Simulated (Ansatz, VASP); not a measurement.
## Cross-check of Pd12Cl (Pd(111)) between VASP and Ansatz

One calculation is typed for both programs; each brings its own data sets and cutoff. How far apart do they land? The structure shown is the end of the VASP relaxation below.

Main program and level: Ansatz 0.2.0; plane waves, with VASP 6.6.1 beside it; single point at RPBE.

## (1) The starting structure

The cell holds 13 atoms: 12 Pd and 1 Cl. Cell: a = 5.622 Å, b = 5.622 Å, c = 19.591 Å, α = 90.0°, β = 90.0°, γ = 60.0°. It derives from Pd. As first built, before any earlier steps moved the atoms (in the runner's words): Cl over the fcc site of Pd(111). Vacuum lies along c.

As a file:

```xyz
13
Lattice="5.6222 0.0000 0.0000 2.8111 4.8690 0.0000 0.0000 0.0000 19.5905" Properties=species:S:1:pos:R:3
Pd    1.4056    0.8115    7.5000
Pd    4.2167    0.8115    7.5000
Pd    2.8111    3.2460    7.5000
Pd    5.6222    3.2460    7.5000
Pd    5.6253    1.6212    9.7838
Pd    2.8080    1.6212    9.7838
Pd    7.0278    4.0575    9.8614
Pd    4.2167    4.0610    9.7838
Pd    8.4075    4.8541   12.1036
Pd    5.6481    4.8541   12.1036
Pd    7.0278    2.4643   12.1036
Pd    4.2167    2.4345   12.0484
Cl    1.4056    0.8115   13.9521
```

## (2) VASP: relaxation, RPBE

This run makes the geometry at which the two programs are then compared.

Lines of VASP's logs that name or quote its potential files are left out, and so is its time.

File INCAR:

```
SYSTEM = Pd12Cl
PREC = Normal
ENCUT = 320
EDIFF = 1E-05
NELM = 120
ISMEAR = 1
SIGMA = 0.15
LREAL = Auto
ALGO = Fast
GGA = RP
NBANDS = 78
LASPH = .TRUE.
LORBIT = 11
LWAVE = .FALSE.
LCHARG = .FALSE.
KPAR = 4
IBRION = 2
NSW = 50
ISIF = 2
EDIFFG = -0.03
POTIM = 0.4
MAXMIX = 40
IDIPOL = 3
LDIPOL = .TRUE.
DIPOL = 0.5 0.5 0.514
```

File POSCAR:

```
Pd12Cl
1.0
    5.6222117516      0.0000000000      0.0000000000
    2.8111058758      4.8689782023      0.0000000000
    0.0000000000      0.0000000000     19.5905166724
Pd Cl
12 1
Selective dynamics
Direct
    0.1666666700      0.1666666700      0.3828382900  F F F
    0.6666666700      0.1666666700      0.3828382900  F F F
    0.1666666700      0.6666666700      0.3828382900  F F F
    0.6666666700      0.6666666700      0.3828382900  F F F
    0.8333333300      0.3333333300      0.5000000000  T T T
    0.3333333300      0.3333333300      0.5000000000  T T T
    0.8333333300      0.8333333300      0.5000000000  T T T
    0.3333333300      0.8333333300      0.5000000000  T T T
    0.0000000000      0.0000000000      0.6171617100  T T T
    0.5000000000      0.0000000000      0.6171617100  T T T
    0.0000000000      0.5000000000      0.6171617100  T T T
    0.5000000000      0.5000000000      0.6171617100  T T T
    0.1666666700      0.1666666700      0.6758635800  T T T
```

File KPOINTS:

```
Automatic mesh
0
Gamma
6 6 1
0 0 0
```

Potentials, in the order of the species: Pd and Cl (PBE family, release 64).

Launch:

```bash
$ mpirun -np 4 vasp_std
```

Numbers of over 12 decimals in the logs are rounded to 6 here.

Log:

```text
[banner, memory and clock lines left out]
running    4 mpi-ranks, on    1 nodes
 distrk:  each k-point on    1 cores,    4 groups
 distr:  one band on    1 cores,    1 groups

 POSCAR found type information on POSCAR PdCl
 POSCAR found :  2 types and      13 ions
|                                                                             |
|               ----> ADVICE to this user running VASP <----                  |
|                                                                             |
|     You enforced a specific xc type in the INCAR file but a different       |
|     [... a line on the potential file left out ...]
|     I HOPE YOU KNOW WHAT YOU ARE DOING!                                     |
|                                                                             |

 LDA part: xc-table for (Slater+PW92), standard interpolation
 POSCAR, INCAR and KPOINTS ok, starting setup
 FFT: planning ... GRIDC
 FFT: planning ... GRID_SOFT
 FFT: planning ... GRID
 WAVECAR not read
 entering main loop
       N       E                     dE             d eps       ncg     rms          rms(c)
DAV:   1     0.691528334917E+03    0.69153E+03   -0.44224E+04  1108   0.945E+02
DAV:   2    -0.110398771861E+02   -0.70257E+03   -0.65866E+03  1290   0.250E+02
DAV:   3    -0.537373881619E+02   -0.42698E+02   -0.39624E+02  1256   0.586E+01
DAV:   4    -0.549098683849E+02   -0.11725E+01   -0.11650E+01  1142   0.105E+01
DAV:   5    -0.549587336879E+02   -0.48865E-01   -0.48850E-01  1346   0.211E+00    0.281E+01
RMM:   6    -0.628033570737E+02   -0.78446E+01   -0.15232E+01  1093   0.121E+01    0.364E+01
RMM:   7    -0.542900044000E+02    0.85134E+01   -0.33269E+00  1092   0.584E+00    0.219E+01
RMM:   8    -0.607592517029E+02   -0.64692E+01   -0.19581E+01  1274   0.147E+01    0.272E+01
RMM:   9    -0.594107985044E+02    0.13485E+01   -0.48783E+00  1096   0.684E+00    0.197E+01
RMM:  10    -0.538110504928E+02    0.55997E+01   -0.47263E+00  1097   0.769E+00    0.114E+01
RMM:  11    -0.521156209167E+02    0.16954E+01   -0.26804E+00  1099   0.509E+00    0.483E+00
RMM:  12    -0.520109023360E+02    0.10472E+00   -0.42080E-01  1094   0.216E+00    0.251E+00
RMM:  13    -0.519765024429E+02    0.34400E-01   -0.10085E-01  1106   0.917E-01    0.154E+00
RMM:  14    -0.519834331679E+02   -0.69307E-02   -0.67814E-02  1103   0.814E-01    0.175E+00
[...]
RMM:  22    -0.519497497881E+02   -0.39233E-03   -0.12888E-04  1001   0.256E-02    0.272E-02
RMM:  23    -0.519498886402E+02   -0.13885E-03   -0.44446E-05   797   0.150E-02    0.203E-02
RMM:  24    -0.519500145184E+02   -0.12588E-03   -0.22867E-05   715   0.106E-02    0.101E-02
RMM:  25    -0.519501435033E+02   -0.12898E-03   -0.14191E-05   661   0.906E-03    0.157E-02
RMM:  26    -0.519502747475E+02   -0.13124E-03   -0.81557E-06   640   0.787E-03    0.961E-03
RMM:  27    -0.519503141131E+02   -0.39366E-04   -0.22673E-06   408   0.369E-03    0.741E-03
RMM:  28    -0.519503376784E+02   -0.23565E-04   -0.23611E-06   514   0.379E-03    0.392E-03
RMM:  29    -0.519503415812E+02   -0.39028E-05   -0.68095E-07   271   0.230E-03
   1 F= -.51950342E+02 E0= -.51946737E+02  d E =-.519503E+02
[... from here on, the cycles between the ionic steps are left out ...]
  18 F= -.54775583E+02 E0= -.54758736E+02  d E =-.284945E-02
  19 F= -.54775527E+02 E0= -.54758706E+02  d E =-.279367E-02
  20 F= -.54778008E+02 E0= -.54761317E+02  d E =-.248022E-02
  21 F= -.54778221E+02 E0= -.54761615E+02  d E =-.269369E-02
  22 F= -.54778233E+02 E0= -.54761599E+02  d E =-.270586E-02
  23 F= -.54778246E+02 E0= -.54761624E+02  d E =-.271865E-02
  24 F= -.54778240E+02 E0= -.54761611E+02  d E =-.271256E-02
  25 F= -.54779322E+02 E0= -.54762669E+02  d E =-.108237E-02
  26 F= -.54779446E+02 E0= -.54762788E+02  d E =-.120663E-02
  27 F= -.54779314E+02 E0= -.54762652E+02  d E =0.132302E-03
 trial-energy change:    0.000132  1 .order    0.000149   -0.000743    0.001041
 step:   1.3224(harm=  1.3224)  dis= 0.00490  next Energy=   -54.779601 (dE=-0.155E-03)
 bond charge predicted
       N       E                     dE             d eps       ncg     rms          rms(c)
DAV:   1    -0.547792343093E+02    0.73356E-04   -0.37571E-01  1092   0.179E+00    0.988E-02
RMM:   2    -0.547795199911E+02   -0.28568E-03   -0.32469E-03  1091   0.255E-01    0.320E-02
RMM:   3    -0.547795975430E+02   -0.77552E-04   -0.73670E-04  1108   0.103E-01    0.205E-02
RMM:   4    -0.547796257872E+02   -0.28244E-04   -0.24280E-04  1243   0.466E-02    0.676E-03
RMM:   5    -0.547796294346E+02   -0.36474E-05   -0.76965E-06   611   0.923E-03
  28 F= -.54779629E+02 E0= -.54762966E+02  d E =-.182943E-03
 curvature:  -1.34 expect dE=-0.844E-04 dE for cont linesearch -0.840E-05
 trial: gam=-0.10694 g(F)=  0.631E-04 g(S)=  0.000E+00 ort = 0.545E-04 (trialstep = 0.281E+01)
 search vector abs. value=  0.569E-04
 reached required accuracy - stopping structural energy minimisation
```

From OUTCAR (step 2):

```text
ion  position               nearest neighbor table
   1  0.167  0.167  0.383-   3 2.81   3 2.81   4 2.81   4 2.81   2 2.81   2 2.81   6 2.81   8 2.81
                             5 2.81
   2  0.667  0.167  0.383-   4 2.81   3 2.81   4 2.81   3 2.81   1 2.81   1 2.81   5 2.81   7 2.81
                             6 2.81
   3  0.167  0.667  0.383-   1 2.81   1 2.81   2 2.81   2 2.81   4 2.81   4 2.81   8 2.81   6 2.81
                             7 2.81
   4  0.667  0.667  0.383-   2 2.81   1 2.81   2 2.81   1 2.81   3 2.81   3 2.81   7 2.81   5 2.81
                             8 2.81
   5  0.833  0.333  0.500-   7 2.81   7 2.81   8 2.81   8 2.81   6 2.81   6 2.81   2 2.81   9 2.81
                            12 2.81   4 2.81  11 2.81   1 2.81
   6  0.333  0.333  0.500-   8 2.81   7 2.81   8 2.81   7 2.81   5 2.81   5 2.81   1 2.81  10 2.81
                            11 2.81   3 2.81  12 2.81   2 2.81
   7  0.833  0.833  0.500-   5 2.81   5 2.81   6 2.81   6 2.81   8 2.81   8 2.81   4 2.81  11 2.81
                            10 2.81   2 2.81   9 2.81   3 2.81
   8  0.333  0.833  0.500-   6 2.81   5 2.81   6 2.81   5 2.81   7 2.81   7 2.81   3 2.81  12 2.81
                             9 2.81   1 2.81  10 2.81   4 2.81
   9  0.000  0.000  0.617-  13 1.99  11 2.81  11 2.81  12 2.81  12 2.81  10 2.81  10 2.81   5 2.81
                             8 2.81   7 2.81
  10  0.500  0.000  0.617-  13 1.99  12 2.81  11 2.81  12 2.81  11 2.81   9 2.81   9 2.81   6 2.81
                             7 2.81   8 2.81
  11  0.000  0.500  0.617-  13 1.99   9 2.81   9 2.81  10 2.81  10 2.81  12 2.81  12 2.81   7 2.81
                             6 2.81   5 2.81
  12  0.500  0.500  0.617-  10 2.81   9 2.81  10 2.81   9 2.81  11 2.81  11 2.81   8 2.81   5 2.81
                             6 2.81
  13  0.167  0.167  0.676-  11 1.99  10 1.99   9 1.99

  LATTYP: Found a hexagonal cell.
 ALAT       =     5.6222117516
 C/A-ratio  =     3.4844857394

 Subroutine GETGRP returns: Found  6 space group operations
 (whereof  2 operations were pure point group operations)

The static configuration has the point symmetry C_1h.
 The point group associated with its full space group is C_3v.

 Found      7 irreducible k-points:

   k-points           NKPTS =      7   k-points in BZ     NKDIM =      7   number of bands    NBANDS=     78

   dimension x,y,z NGX =    28 NGY =   28 NGZ =   90
   dimension x,y,z NGXF=    56 NGYF=   56 NGZF=  180

   ENCUT  =  320.0 eV  23.52 Ry    4.85 a.u.   8.20  8.20 28.57*2*pi/ulx,y,z

   NELECT =     127.0000    total number of electrons

 k-points in reciprocal lattice and weights: Automatic mesh
   0.00000000  0.00000000  0.00000000       0.028
   0.16666667  0.00000000  0.00000000       0.167
   0.33333333 -0.00000000  0.00000000       0.167
   0.50000000 -0.00000000  0.00000000       0.083
   0.33333333  0.16666667  0.00000000       0.167
   0.50000000  0.16666667  0.00000000       0.333
  -0.33333333  0.33333333  0.00000000       0.056

 dipolmoment           0.000000      0.000000      0.054673 electrons x Angstroem

 average (electrostatic) potential at core
       1 -79.6976       2 -79.6932       3 -79.6932       4 -79.6932       5 -80.0194
       6 -80.0194       7 -80.1902       8 -80.0194       9 -79.9853      10 -79.9853
      11 -79.9853      12 -79.6192      13 -96.2885

 E-fermi :   0.0977

 k-point     1 :       0.0000    0.0000    0.0000
  band No.  band energies     occupation
    ...
     53      -0.0018      1.89312
     54      -0.0018      1.89312
     55       0.0177      1.77604
     56       0.0652      1.35717
     57       0.0652      1.35716
     58       0.1469      0.47644
     59       0.1531      0.42010
     60       0.1531      0.42009
     61       0.2576     -0.06139
     62       0.2971     -0.06802
    ...

 k-point     2 :       0.1667    0.0000    0.0000
  band No.  band energies     occupation
    ...
     58      -0.0026      1.89719
     59       0.0067      1.84579
     60       0.0330      1.65998
     61       0.0969      1.00858
     62       0.1159      0.79605
     63       0.1520      0.43003
     64       0.2175      0.02071
     65       0.2427     -0.04268
     66       0.2440     -0.04477
     67       1.0680     -0.00000
    ...

 k-point     3 :       0.3333   -0.0000    0.0000
  band No.  band energies     occupation
    ...
     61      -0.0407      2.03026
     62      -0.0224      1.98047
     63       0.0664      1.34463
     64       0.1135      0.82340
     65       0.1339      0.60413
     66       0.2160      0.02587
     67       0.3233     -0.05494
     68       1.2277     -0.00000
     69       2.0190     -0.00000
     70       2.5710     -0.00000
    ...

  Total       -5.0327711     -5.0327711     -0.8494312      0.0000000      0.0000000      0.0000000
  in kB      -15.0358105    -15.0358105     -2.5377443      0.0000000      0.0000000      0.0000000
  external PRESSURE =     -10.8697884 kB  Pullay stress =       0.0000000 kB

  energy-cutoff  :      320.00
  volume of cell :      536.28
      direct lattice vectors                 reciprocal lattice vectors
     5.622211752  0.000000000  0.000000000     0.177865944 -0.102690951  0.000000000
     2.811105876  4.868978202  0.000000000     0.000000000  0.205381901  0.000000000
     0.000000000  0.000000000 19.590516672     0.000000000  0.000000000  0.051045106

 POSITION                                       TOTAL-FORCE (eV/Angst)
 -----------------------------------------------------------------------------------
      1.40555      0.81150      7.50000         0.000000     -0.000000     -0.017958
      4.21666      0.81150      7.50000        -0.000000     -0.066741      0.018003
      2.81111      3.24599      7.50000        -0.057799      0.033370      0.018003
      5.62221      3.24599      7.50000         0.057799      0.033370      0.018003
      5.62528      1.62122      9.78377         0.002835     -0.001637     -0.016175
      2.80804      1.62122      9.78377        -0.002835     -0.001637     -0.016175
      7.02776      4.05748      9.86145         0.000000     -0.000000     -0.018524
      4.21666      4.06102      9.78377         0.000000      0.003274     -0.016175
      8.40746      4.85405     12.10363        -0.005285     -0.003051      0.003456
      5.64807      4.85405     12.10363         0.005285     -0.003051      0.003456
      7.02776      2.46434     12.10363        -0.000000      0.006102      0.003456
      4.21666      2.43449     12.04837         0.000000     -0.000000      0.017912
      1.40555      0.81150     13.95214         0.000000     -0.000000      0.002719
 -----------------------------------------------------------------------------------
    total drift:                                0.000074      0.000043      0.060088

  FREE ENERGIE OF THE ION-ELECTRON SYSTEM (eV)
  ---------------------------------------------------
  free  energy   TOTEN  =       -54.7796294346 eV

  energy  without entropy=      -54.7296393057  energy(sigma->0) =      -54.76296606

 reached required accuracy - stopping structural energy minimisation

 vacuum level on the upper side and lower side of the slab         5.373         5.013

 total charge
# of ion       s       p       d       tot
------------------------------------------
    1        0.450   0.304   8.475   9.229
    2        0.438   0.302   8.479   9.218
    3        0.438   0.302   8.479   9.218
    4        0.438   0.302   8.479   9.218
    5        0.453   0.411   8.429   9.292
    6        0.453   0.411   8.429   9.292
    7        0.469   0.421   8.409   9.299
    8        0.453   0.411   8.429   9.292
    9        0.431   0.374   8.475   9.280
   10        0.431   0.374   8.475   9.280
   11        0.431   0.374   8.475   9.280
   12        0.425   0.301   8.520   9.245
   13        1.607   3.437   0.000   5.043
--------------------------------------------------
tot          6.915   7.723 101.551 116.189

[... 3 further parts left out ...]
```

The run keeps the 6 symmetry operations of its start, so it cannot find a distortion of lower symmetry.

[end of part 1 of 2]

[Lines on the potential files, build, host, timing and source positions are cut from VASP's logs without a mark.]

[Logs are printed without paths, hosts, clocks, repeated set-up lines and the standing remarks that a program may print on its own settings, such as how far it seeks lower states.]

[Hosts, paths, dates, database ids (printed as entryN), source tags and the programs' standing remarks are cut or masked in the printed files.]
